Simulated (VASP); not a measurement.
VSn7O16 (a cell with a defect), 24 atoms in the cell. The cell holds a defect, 24 atoms: a = 9.475 Å, b = 6.700 Å, c = 7.941 Å, α = 65.05°, β = 53.37°, γ = 45.00°. 

```yaml
Program: VASP 6.6.1
Task: single point
Functional: PBEsol
Potentials_or_basis: VASP PAW PBE potentials, release 64 (V_sv, Sn_d, O)
Cutoff: 450 eV
k_mesh: 3 × 3 × 2
Occupations: gaussian, width 0.03 eV
Spin: collinear spin, ferromagnetic start
Starting_moments: "[1.0, 0.0, 0.0, 0.0, 0.0, 0.0, 0.0, 0.0, 0.0, 0.0, 0.0, 0.0, 0.0, 0.0, 0.0, 0.0, 0.0, 0.0, 0.0, 0.0, 0.0, 0.0, 0.0, 0.0] μB"
Hubbard_terms: V d U = 3 eV
Dq: 0
Further_INCAR_settings: LREAL = Auto; ALGO = Normal; EDIFF = 1e-05; NBANDS = 126
```

Potentials or basis: VASP PAW PBE potentials, release 64 (V_sv, Sn_d, O).

Run with:

```console
$ cat potpaw_PBE.64/V_sv/POTCAR potpaw_PBE.64/Sn_d/POTCAR potpaw_PBE.64/O/POTCAR > POTCAR
$ mpirun -np 4 vasp_std > vasp.out
```

Hardware: 4 MPI ranks on Intel(R) Xeon(R) 6975P-C (Granite Rapids) (shared host).

Task: Estimate the wall time of this run.

Result: It took 6.8 min on 4 MPI ranks on Intel(R) Xeon(R) 6975P-C (Granite Rapids), on a shared host, peak memory 0.85 GiB a rank. Counts: scf iterations 21, k points 10.
